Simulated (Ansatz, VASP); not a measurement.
# Cross-check of GaIr between VASP and Ansatz

Aim: how closely do two programs agree when they are given the same cell, functional and k mesh? The cell is taken from a series of runs on this material, whose earlier steps may have relaxed, scaled, displaced or heated it; both programs get it as it stands.

Program: Ansatz 0.2.0. Level of theory: plane waves, with VASP 6.6.1 beside it; relaxation of cell and atoms at PBEsol and zone-centre phonons at PBEsol. Results are calculated unless marked as measured.

## (1) Set-up

It takes space group Pm-3m (No. 221, cubic). The conventional cell has a = 3.020 Å, b = 3.020 Å, c = 3.020 Å, α = 90.00°, β = 90.00°, γ = 90.00°. Nearest to Ga lie 8 Ir at 2.62 Å. Nearest to Ir lie 8 Ga at 2.62 Å. Farther neighbours are not listed.

Structure file:

```cif
data_structure
_symmetry_space_group_name_H-M 'Pm-3m'
_symmetry_Int_Tables_number 221
_cell_length_a 3.0204
_cell_length_b 3.0204
_cell_length_c 3.0204
_cell_angle_alpha 90.000
_cell_angle_beta 90.000
_cell_angle_gamma 90.000
_cell_volume 27.56
loop_
_atom_site_label
_atom_site_type_symbol
_atom_site_symmetry_multiplicity
_atom_site_Wyckoff_symbol
_atom_site_fract_x
_atom_site_fract_y
_atom_site_fract_z
_atom_site_occupancy
Ga1 Ga 1 a 0.00000 0.00000 0.00000 1
Ir1 Ir 1 b 0.50000 0.50000 0.50000 1
```

## (2) Ansatz: relaxation of cell and atoms, PBEsol

Ansatz runs on norm-conserving files, of PseudoDojo where its log says so.

The relaxed volume is the usual yardstick between codes: in a stiff, nearly cubic crystal its relative difference is about their pressure difference at one cell divided by the bulk modulus.

The input, input.yaml:

```yaml
crystal:
  lattice:
    - [3.0204357621, 0.0, 0.0]
    - [0.0, 3.0204357621, 0.0]
    - [0.0, 0.0, 3.0204357621]
  atoms:
    - { symbol: Ga, position: [0.0, 0.0, 0.0] }
    - { symbol: Ir, position: [0.5, 0.5, 0.5] }
kpoints:
  mp_grid: { grid: [12, 12, 12] }
hamiltonian:
  xc: pbesol
  pseudopotentials: { kind: nc }
scf:
  occupations: { method: methfessel_paxton, width: 0.15 }
output:
  forces: true
  stress: true
  eigenvalues: true
  write_density: true
  write_potential: true
  elf: true
  volumetric_format: npy
relax:
  adjacent_minimum: "off"
  f_tol: 0.001
  max_steps: 60
  cell: { stress_tol: 0.01 }
```

The run is started by

```
> ansatz run input.yaml --threads 4 --pin off --max-ram 7168MiB --backend cpu --events-out ev --progress --plain --runs-dir out
```

Numbers of over 12 decimals in the logs are rounded to 6 here.

The log of the run:

```text
Engine: ansatz 0.2.0, x86_64-unknown-linux-gnu
Pseudopotentials: kind: nc
Pseudopotential: Ga, nc, valence charge 13, recommended cutoff 1088.45545 eV (normal), Ga.nc.azcp (PseudoDojo's, or run here from an input of PseudoDojo's: the run reads no file of this project's for it)
Pseudopotential: Ir, nc, valence charge 17, recommended cutoff 925.187132 eV (normal), Ir.nc.azcp (PseudoDojo's, or run here from an input of PseudoDojo's: the run reads no file of this project's for it)
Functional definition: PBEsol
  exchange = pbesol_x
  correlation = pbesol_c
Crystal: 2 atoms, lattice volume = 27.556 Å³
Basis set: ecut = 1088.45545 eV, 2301 PW (Γ), exchange–correlation on 72×72×72 points (8 copies of the dense FFT grid, shifted against one another)
Bands: 19, of which v1, the nominal top of the filled ones, is band 15 counted from 1 (14 counted from 0)
Symmetry: 48 space group operations
Space group: Pm-3m (ITA 221), of the structure as read, at distance tolerance 3.0e-5 Å
k-points: 84 of 1728
Non-local potential: Ga, projectors of the file, l = 0: 2, l = 1: 2, l = 2: 2
Non-local potential: Ir, projectors of the file, l = 0: 2, l = 1: 2, l = 2: 2, l = 3: 2
Initial density: superposition of atomic densities (chi_scale 0.1, normalization cell, long waves kept (reshape's long-wave potential 0.00 eV rms))
Initial wavefunctions: pseudopotential atomic-orbital guess
Functional: x = pbesol(κ = 0.804, μ = 0.123457), c = pbesol(β = 0.046)
SCF iter   1: F=—  HF=-5204.184187 eV  |F-HF|=—  |Δ(HF+E_count)|=         —  Δρ=4.71e-2  dr2=3.99e-1  ethr=3.10e-3  ⟨swp⟩=4.9  Hψ=6838  notcnv=0
preconditioner: auto → none  [metal: Δε(μ)=0.025 eV  Ē_g=14.376 eV  σ=0.150 eV  W_gap=0.14  n_scr=6 (ndim 8)  ℏωp=33.2 eV  f_vac=0.000  D(μ)=0.63/eV (n_scr^D=0)  sad-step TF]
SCF iter   2: F=—  HF=-5204.096740 eV  |F-HF|=—  |Δ(HF+E_count)|=   8.74e-2  S|Δr|=    0.00e0  Δρ=2.11e-2  dr2=5.85e-2  ethr=1.33e-3  ⟨swp⟩=1.9  Hψ=2532  notcnv=0
SCF iter   3: F=—  HF=-5204.089088 eV  |F-HF|=—  |Δ(HF+E_count)|=   7.65e-3  S|Δr|=    0.00e0  Δρ=1.05e-2  dr2=3.43e-2  ethr=1.95e-4  ⟨swp⟩=2.5  Hψ=2644  notcnv=0
SCF iter   4: F=—  HF=-5204.081415 eV  |F-HF|=—  |Δ(HF+E_count)|=   7.67e-3  S|Δr|=    0.00e0  Δρ=1.68e-3  dr2=1.98e-4  ethr=1.14e-4  ⟨swp⟩=2.0  Hψ=2224  notcnv=0
SCF iter   5: F=—  HF=-5204.081401 eV  |F-HF|=—  |Δ(HF+E_count)|=   1.44e-5  S|Δr|=    0.00e0  Δρ=3.62e-4  dr2=6.90e-6  ethr=6.60e-7  ⟨swp⟩=2.0  Hψ=2478  notcnv=0
SCF iter   6: F=—  HF=-5204.081402 eV  |F-HF|=—  |Δ(HF+E_count)|=   1.24e-6  S|Δr|=    0.00e0  Δρ=1.02e-4  dr2=5.52e-7  ethr=2.30e-8  ⟨swp⟩=2.0  Hψ=2853  notcnv=0
SCF iter   7: F=-5204.081402 eV  HF=-5204.081402 eV  |F-HF|=2.96e-10  |Δ(HF+E_count)|=   2.80e-8  S|Δr|=    0.00e0  Δρ=7.21e-6  dr2=3.98e-9  ethr=3.33e-10  ⟨swp⟩=10.1  Hψ=11944  notcnv=0
SCF 1 converged in 7 iterations: F = -5204.081402 eV  dr2 = 3.98e-9
relax step   1: F+E_penalty+E_count = -5204.08140208 eV  Δ(F+E_penalty+E_count) = +0.000e0 eV  max|allowed force component| = 4.667e-30 eV/Å  Δτ_max = 0.0000 Å  P = +0.004 GPa  Ω = 27.556 Å³  (7 SCF iters, dr2 threshold 1.00e-7 eV, accepted)
Initial density: handed on by an earlier stage of this run
Initial wavefunctions: pseudopotential atomic-orbital guess (no wavefunctions were taken with the density)
iter 1 solved again at ethr=5.62e-8 eV; its pass at ethr=3.10e-3 eV (dr2=1.69e-5 eV) is discarded
SCF iter   1: F=—  HF=-5204.081405 eV  |F-HF|=—  |Δ(HF+E_count)|=         —  Δρ=7.27e-6  dr2=4.11e-9  ethr=5.62e-8  ⟨swp⟩=3.5  Hψ=11935  notcnv=0
preconditioner: auto → none  [metal: Δε(μ)=0.080 eV  Ē_g=14.458 eV  σ=0.150 eV  W_gap=0.43  n_scr=6 (ndim 8)  ℏωp=33.2 eV  f_vac=0.000  D(μ)=0.38/eV (n_scr^D=0)]
SCF iter   2: F=—  HF=-5204.081402 eV  |F-HF|=—  |Δ(HF+E_count)|=   2.50e-6  S|Δr|=    0.00e0  Δρ=3.54e-6  dr2=1.87e-9  ethr=1.37e-11  ⟨swp⟩=3.0  Hψ=3915  notcnv=0
SCF iter   3: F=—  HF=-5204.081402 eV  |F-HF|=—  |Δ(HF+E_count)|=  1.36e-11  S|Δr|=    0.00e0  Δρ=2.36e-6  dr2=5.20e-10  ethr=6.23e-12  ⟨swp⟩=2.0  Hψ=2079  notcnv=0
SCF iter   4: F=—  HF=-5204.081402 eV  |F-HF|=—  |Δ(HF+E_count)|=  7.82e-11  S|Δr|=    0.00e0  Δρ=9.05e-7  dr2=6.34e-11  ethr=1.73e-12  ⟨swp⟩=2.3  Hψ=2469  notcnv=0
SCF iter   5: F=—  HF=-5204.081402 eV  |F-HF|=—  |Δ(HF+E_count)|=  1.82e-11  S|Δr|=    0.00e0  Δρ=2.41e-7  dr2=4.73e-12  ethr=2.11e-13 (applied; sched 1.00e-12)  ⟨swp⟩=2.0  Hψ=2259  notcnv=0
SCF iter   6: F=-5204.081402 eV  HF=-5204.081402 eV  |F-HF|=9.09e-13  |Δ(HF+E_count)|=    0.00e0  S|Δr|=    0.00e0  Δρ=3.77e-8  dr2=1.39e-13  ethr=1.00e-12  ⟨swp⟩=3.2  Hψ=7420  notcnv=0
SCF 2 converged in 6 iterations: F = -5204.081402 eV  dr2 = 1.39e-13
relax step   2: F+E_penalty+E_count = -5204.08140209 eV  Δ(F+E_penalty+E_count) = -1.249e-9 eV  max|allowed force component| = 6.403e-29 eV/Å  Δτ_max = 0.0000 Å  P = +0.004 GPa  Ω = 27.556 Å³  stress off target by 4.47e-3 GPa  SCF on the basis re-selected at this cell (its energy is not comparable with the rows above)  (6 SCF iters)
basis re-selected at this cell: Δ(F+E_penalty+E_count) = -1.249e-9 eV, ΔP = +0.000 GPa vs the last step (what re-selecting the basis moved, of the pressure what is left beyond the Pulay correction that the steps carried, after the strain that the cell walked since its last selection, with what the two solves' SCF thresholds leave and, on support functions, any second-order correction that the steps lacked; it is no m [...]
SCF converged after 6 iterations
Stability not checked: this state was not tested for a lower state beside it, because cold or Methfessel-Paxton smearing, or corrected tetrahedra, fill the levels in a way that the test cannot read (fill_not_monotonic; see scf.lower_state_search)
Free energy (F): -5204.081402 eV
Harris-Foulkes:  -5204.081402 eV  (|F-HF|=9.09e-13)
Internal energy: -5204.084634 eV  (E = F + TS)
E sigma→0 (E₀):  -5204.082210 eV
Entropy (-TS):   0.003232 eV (1.616 meV/atom)
Fermi energy:    21.407474 eV
--- Per-component energies (eV) ---
  E_band       = -50.617772
  E_kinetic    = 2590.046098
  E_local      = -2679.620372  (includes V_loc(G=0)·N_el)
  E_nonlocal   = -874.926209
  E_hartree    = 853.241400
  E_xc         = -1150.328192
  E_vxc        = -792.600096  (∫ρ·V_xc dr)
  E_ewald      = -3942.497361
  E_smearing   = 0.003232  (= −TS)
  E_closure    = 0.000000  (closes the sum)
  Σ components = -5204.081402   (vs F -5204.081402, Δ=0.00e0)
--- Forces (eV/Å), atoms counted from 1 ---
  atom   1  Ga    -0.00000000     0.00000000    -0.00000000
  atom   2  Ir     0.00000000    -0.00000000    -0.00000000
  max |Σ_I F_I| component: 1.24e-28 eV/Å
--- Stress (GPa, compression-positive) ---
        0.004466      -0.000000       0.000000
       -0.000000       0.004466       0.000000
        0.000000       0.000000       0.004466
  P = ⅓ Tr σ = 0.0045 GPa (0.045 kbar)
--- Band table (eV; the first three rows and the last of 84) ---
  k-point 0: bands = [... 11 lower, 16.2081, 19.9227, 19.9227, 19.9227, 25.1419, 25.1419, 25.1419, 30.5750]
  k-point 1: bands = [... 11 lower, 16.2439, 19.6996, 19.6996, 19.9260, 24.3888, 25.5015, 25.5015, 31.1366]
  k-point 2: bands = [... 11 lower, 16.2871, 19.1872, 19.1872, 19.9354, 22.9915, 26.4258, 26.4258, 31.7960]
  k-point 83: bands = [... 11 lower, 14.7060, 19.6443, 21.2828, 21.2828, 24.8077, 24.8077, 24.8077, 27.6185]
--- Relaxed structure (1 steps of the walk, 1 accepted, 1 SCFs on fresh bases) ---
  F+E_penalty+E_count = -5204.08140209 eV   max|allowed force component| = 6.403e-29 eV/Å   (the final SCF, on the basis selected at the relaxed cell)
  cell:  # Å, volume = 27.5555 Å³
    - [3.0204357621, 0.0, 0.0]
    - [0.0, 3.0204357621, 0.0]
    - [0.0, 0.0, 3.0204357621]
  atoms:
    - { symbol: Ga, position: [0.0, 0.0, 0.0] }
    - { symbol: Ir, position: [0.5, 0.5, 0.5] }
```

Reading the cycles: dr2 is the Hartree energy of the density residual (eV), the measure of convergence; HF is the Harris–Foulkes estimate of the energy, which meets the free energy F at convergence.

## (3) VASP: relaxation of cell and atoms, PBEsol

The same cell, functional, mesh and smearing now go to VASP, with its own data sets.

Lines of VASP's logs that name or quote its potential files are left out, and so is its time.

The input, INCAR:

```
SYSTEM = GaIr
PREC = Accurate
ENCUT = 500
EDIFF = 1E-07
NELM = 120
ISMEAR = 1
SIGMA = 0.15
LREAL = .FALSE.
ALGO = Normal
GGA = PS
NBANDS = 17
LASPH = .TRUE.
LORBIT = 11
LWAVE = .FALSE.
LCHARG = .FALSE.
ISIF = 3
IBRION = 2
NSW = 80
EDIFFG = -0.005
GGA_COMPAT = .FALSE.
NELMIN = 4
KPAR = 2
```

The input, POSCAR:

```
GaIr
1.0
    3.0204360000      0.0000000000      0.0000000000
    0.0000000000      3.0204360000      0.0000000000
    0.0000000000      0.0000000000      3.0204360000
Ga Ir
1 1
Direct
    0.0000000000      0.0000000000      0.0000000000
    0.5000000000      0.5000000000      0.5000000000
```

The input, KPOINTS:

```
Automatic mesh
0
Gamma
12 12 12
0 0 0
```

Potentials, in the order of the species: Ga_d and Ir (PBE family, release 64).

The run is started by

```
> mpirun -np 2 vasp_std
```

The log of the run:

```text
[banner, memory and clock lines left out]
running    2 mpi-ranks, on    1 nodes
 distrk:  each k-point on    1 cores,    2 groups
 distr:  one band on    1 cores,    1 groups

 POSCAR found type information on POSCAR GaIr
 POSCAR found :  2 types and       2 ions
|                                                                             |
|               ----> ADVICE to this user running VASP <----                  |
|                                                                             |
|     You enforced a specific xc type in the INCAR file but a different       |
|     [... a line on the potential file left out ...]
|     I HOPE YOU KNOW WHAT YOU ARE DOING!                                     |
|                                                                             |

 LDA part: xc-table for (Slater+PW92), standard interpolation
 POSCAR, INCAR and KPOINTS ok, starting setup
 FFT: planning ... GRIDC
 FFT: planning ... GRID_SOFT
 FFT: planning ... GRID
 WAVECAR not read
 entering main loop
       N       E                     dE             d eps       ncg     rms          rms(c)
DAV:   1     0.120956834829E+03    0.12096E+03   -0.11088E+04  3136   0.217E+03
DAV:   2    -0.705880517094E+01   -0.12802E+03   -0.12284E+03  2890   0.365E+02
DAV:   3    -0.144712273441E+02   -0.74124E+01   -0.73441E+01  3300   0.840E+01
DAV:   4    -0.145671907482E+02   -0.95963E-01   -0.95902E-01  3374   0.937E+00
DAV:   5    -0.145692425331E+02   -0.20518E-02   -0.20516E-02  3857   0.128E+00    0.125E+01
DAV:   6    -0.140830658249E+02    0.48618E+00   -0.17873E+00  3113   0.128E+01    0.388E+00
DAV:   7    -0.140132828245E+02    0.69783E-01   -0.13315E-01  4081   0.768E+00    0.258E+00
DAV:   8    -0.139901755818E+02    0.23107E-01   -0.28560E-02  4127   0.160E+00    0.345E-01
DAV:   9    -0.139889537073E+02    0.12219E-02   -0.20644E-03  3461   0.851E-01    0.498E-02
DAV:  10    -0.139889511708E+02    0.25364E-05   -0.13298E-04  3769   0.140E-01    0.262E-02
DAV:  11    -0.139889467080E+02    0.44628E-05   -0.19050E-05  3762   0.704E-02    0.218E-03
DAV:  12    -0.139889468749E+02   -0.16682E-06   -0.80950E-07  3787   0.109E-02    0.943E-04
DAV:  13    -0.139889467943E+02    0.80589E-07   -0.31636E-08  1750   0.158E-03
   1 F= -.13988947E+02 E0= -.13989986E+02  d E =-.139889E+02
 curvature:   0.00 expect dE= 0.000E+00 dE for cont linesearch  0.000E+00
 trial: gam= 0.00000 g(F)=  0.000E+00 g(S)=  0.293E-03 ort = 0.000E+00 (trialstep = 0.100E+01)
 search vector abs. value=  0.293E-03
 bond charge predicted
       N       E                     dE             d eps       ncg     rms          rms(c)
DAV:   1    -0.139930034759E+02   -0.40566E-02   -0.70559E-02  2885   0.451E+00    0.478E-01
DAV:   2    -0.139895113200E+02    0.34922E-02   -0.82398E-03  3359   0.145E+00    0.157E-01
DAV:   3    -0.139889559211E+02    0.55540E-03   -0.49643E-04  3327   0.552E-01    0.718E-02
DAV:   4    -0.139888000070E+02    0.15591E-03   -0.10827E-04  3928   0.131E-01    0.214E-02
DAV:   5    -0.139887819599E+02    0.18047E-04   -0.20398E-05  3576   0.663E-02    0.294E-03
DAV:   6    -0.139887819308E+02    0.29052E-07   -0.38213E-07  3727   0.849E-03
   2 F= -.13988782E+02 E0= -.13989844E+02  d E =0.164863E-03
 trial-energy change:    0.000165  1 .order    0.000170   -0.000293    0.000633
 step:   0.3236(harm=  0.3163)  dis= 0.00000  next Energy=   -13.988994 (dE=-0.475E-04)
 bond charge predicted
       N       E                     dE             d eps       ncg     rms          rms(c)
DAV:   1    -0.139909199002E+02   -0.21379E-02   -0.32179E-02  2879   0.302E+00    0.328E-01
DAV:   2    -0.139893180135E+02    0.16019E-02   -0.37478E-03  3365   0.995E-01    0.105E-01
DAV:   3    -0.139890666007E+02    0.25141E-03   -0.22160E-04  3359   0.372E-01    0.474E-02
DAV:   4    -0.139889984320E+02    0.68169E-04   -0.48728E-05  3954   0.863E-02    0.149E-02
DAV:   5    -0.139889911276E+02    0.73044E-05   -0.96566E-06  3571   0.448E-02    0.178E-03
DAV:   6    -0.139889911210E+02    0.65893E-08   -0.23826E-07  2785   0.667E-03
   3 F= -.13988991E+02 E0= -.13990037E+02  d E =-.443268E-04
 curvature:  -0.16 expect dE=-0.312E-06 dE for cont linesearch -0.312E-06
 trial: gam=-0.07534 g(F)=  0.680E-66 g(S)=  0.197E-05 ort = 0.240E-04 (trialstep = 0.865E+00)
 search vector abs. value=  0.134E-07
 reached required accuracy - stopping structural energy minimisation
```

Parts of OUTCAR (step 3):

```text
ion  position               nearest neighbor table
   1  0.000  0.000  0.000-   2 2.62   2 2.62   2 2.62   2 2.62   2 2.62   2 2.62   2 2.62   2 2.62

  LATTYP: Found a simple cubic cell.
 ALAT       =     3.0204360000

 Subroutine GETGRP returns: Found 48 space group operations
 (whereof 48 operations were pure point group operations)

The static configuration has the point symmetry O_h .

 Found     84 irreducible k-points:

   k-points           NKPTS =     84   k-points in BZ     NKDIM =     84   number of bands    NBANDS=     17

   dimension x,y,z NGX =    24 NGY =   24 NGZ =   24
   dimension x,y,z NGXF=    48 NGYF=   48 NGZF=   48

   ENCUT  =  500.0 eV  36.75 Ry    6.06 a.u.   5.51  5.51  5.51*2*pi/ulx,y,z

   NELECT =      22.0000    total number of electrons

 k-points in reciprocal lattice and weights: Automatic mesh
   0.00000000  0.00000000  0.00000000       0.001
   0.08333333  0.00000000  0.00000000       0.003
   0.16666667  0.00000000  0.00000000       0.003
   0.25000000  0.00000000  0.00000000       0.003
   0.33333333  0.00000000  0.00000000       0.003
   0.41666667  0.00000000  0.00000000       0.003
   0.50000000  0.00000000  0.00000000       0.002
   0.08333333  0.08333333  0.00000000       0.007
   0.16666667  0.08333333  0.00000000       0.014
[...]
0.50000000  0.50000000  0.41666667       0.003
   0.50000000  0.50000000  0.50000000       0.001

 average (electrostatic) potential at core
       1 -60.8802       2 -48.8321

 E-fermi :   9.7868

 k-point     1 :       0.0000    0.0000    0.0000
  band No.  band energies     occupation
    ...
      7       4.5911      2.00000
      8       4.5911      2.00000
      9       8.2931      2.00000
     10       8.2931      2.00000
     11       8.2931      2.00000
     12      13.5474      0.00000
     13      13.5474      0.00000
     14      13.5474      0.00000
     15      18.9415      0.00000
     16      22.2694      0.00000
    ...

 k-point     2 :       0.0833    0.0000    0.0000
  band No.  band energies     occupation
    ...
      7       4.6118      2.00000
      8       4.6265      2.00000
      9       8.0711      2.00000
     10       8.0711      2.00000
     11       8.2964      2.00000
     12      12.7891      0.00000
     13      13.9058      0.00000
     14      13.9058      0.00000
     15      19.5047      0.00000
     16      21.8736      0.00000
    ...

 k-point     3 :       0.1667    0.0000    0.0000
  band No.  band energies     occupation
    ...
      7       4.6581      2.00000
      8       4.6695      2.00000
      9       7.5602      2.00000
     10       7.5602      2.00000
     11       8.3053      2.00000
     12      11.3851     -0.00000
     13      14.8286      0.00000
     14      14.8286      0.00000
     15      20.1697      0.00000
     16      20.9821      0.00000
    ...

  Total        0.0052198      0.0052198      0.0052198     -0.0000000     -0.0000000     -0.0000000
  in kB        0.3030436      0.3030436      0.3030436     -0.0000000     -0.0000000     -0.0000000
  external PRESSURE =       0.3030436 kB  Pullay stress =       0.0000000 kB

  energy-cutoff  :      500.00
  volume of cell :       27.60
      direct lattice vectors                 reciprocal lattice vectors
     3.021935348  0.000000000 -0.000000000     0.330913764 -0.000000000 -0.000000000
     0.000000000  3.021935348  0.000000000    -0.000000000  0.330913764 -0.000000000
     0.000000000  0.000000000  3.021935348     0.000000000 -0.000000000  0.330913764

 POSITION                                       TOTAL-FORCE (eV/Angst)
 -----------------------------------------------------------------------------------
      0.00000      0.00000      0.00000        -0.000000     -0.000000      0.000000
      1.51097      1.51097      1.51097         0.000000      0.000000      0.000000
 -----------------------------------------------------------------------------------
    total drift:                                0.000000      0.000000     -0.000000

  FREE ENERGIE OF THE ION-ELECTRON SYSTEM (eV)
  ---------------------------------------------------
  free  energy   TOTEN  =       -13.9889911210 eV

  energy  without entropy=      -13.9921293923  energy(sigma->0) =      -13.99003721

 reached required accuracy - stopping structural energy minimisation

 total charge
# of ion       s       p       d       tot
------------------------------------------
    1        0.830   0.849  10.095  11.774
    2        0.583   0.588   7.230   8.402
--------------------------------------------------
tot          1.413   1.438  17.325  20.175

[... 3 further parts left out ...]
```

CONTCAR:

```
GaIr
   1.00000000000000
     3.0219353482303171    0.0000000000000000   -0.0000000000000000
     0.0000000000000000    3.0219353482303171    0.0000000000000000
     0.0000000000000000    0.0000000000000000    3.0219353482303171
  Ga              Ir
     1     1
Direct
     0.0000000000000000    0.0000000000000000    0.0000000000000000
     0.5000000000000000    0.5000000000000000    0.5000000000000000
```

## (4) Side by side

Known differences besides the potentials themselves: the data sets hold 30 valence electrons in Ansatz (on norm-conserving files, of PseudoDojo where its log says so) and 22 in VASP; the cutoff is 1088.46 eV in Ansatz and 500 eV in VASP; Ansatz adds a Pulay correction to the stress that steers its cell, VASP none. Total energies have different zeros and are not compared.

Compared:

| quantity | Ansatz | VASP | difference |
| --- | --- | --- | --- |
| volume (Å³) | 27.56 | 27.60 | -0.15 % |
| edge a after relaxation, in the typed setting (Å) | 3.020 | 3.022 | -0.05 % |

[end of part 1 of 2]

[Lines on the potential files, build, host, timing and source positions are cut from VASP's logs without a mark.]

[Logs are printed without paths, hosts, clocks, repeated set-up lines and the standing remarks that a program may print on its own settings, such as how far it seeks lower states.]

[Hosts, paths, dates, database ids (printed as entryN), source tags and the programs' standing remarks are cut or masked in the printed files.]
